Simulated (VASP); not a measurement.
CsSnBr₃ (space group Pm-3m): computed properties

These are PBEsol GGA, VASP's PBE PAW potentials (set 64) (plane waves; VASP) values and carry that method's errors.

```json
{
 "space_group": "Pm-3m (221)",
 "cell": "a = 5.782 Å, b = 5.782 Å, c = 5.782 Å, α = 90.00°, β = 90.00°, γ = 90.00°",
 "volume_per_atom": "38.65 Å³/atom",
 "band gap (over mesh and band path)": "0.27 eV",
 "smallest direct gap (over mesh and band path)": "0.27 eV",
 "band_edge_character": "direct, R to R",
 "density": "4.22 g/cm³",
 "optical Γ-point spectrum": "11 (×3), 34 (×3), 57 (×3), 74 (×3) cm⁻¹"
}
```

```cif
data_Br3CsSn
_chemical_formula_sum 'Cs1 Sn1 Br3'
_space_group_name_H-M_alt 'P 1'
_space_group_IT_number 1
_cell_length_a 5.78151
_cell_length_b 5.78151
_cell_length_c 5.78151
_cell_angle_alpha 90.000
_cell_angle_beta 90.000
_cell_angle_gamma 90.000
loop_
_space_group_symop_operation_xyz
  'x, y, z'
loop_
_atom_site_label
_atom_site_type_symbol
_atom_site_fract_x
_atom_site_fract_y
_atom_site_fract_z
_atom_site_occupancy
Cs1 Cs 0.00000 0.00000 0.00000 1
Sn1 Sn 0.50000 0.50000 0.50000 1
Br1 Br 0.50000 0.00000 0.50000 1
Br2 Br 0.00000 0.50000 0.50000 1
Br3 Br 0.50000 0.50000 0.00000 1
```

Unless said otherwise, spin-orbit coupling is left out, though it shifts the bands of the heavy elements here.

The structure comes from a computed database's CsSnBr3 entry (Pm-3m); how it stands against other phases isn't given here. It was relaxed first. Symmetry was kept, so distortions that lower it aren't found.
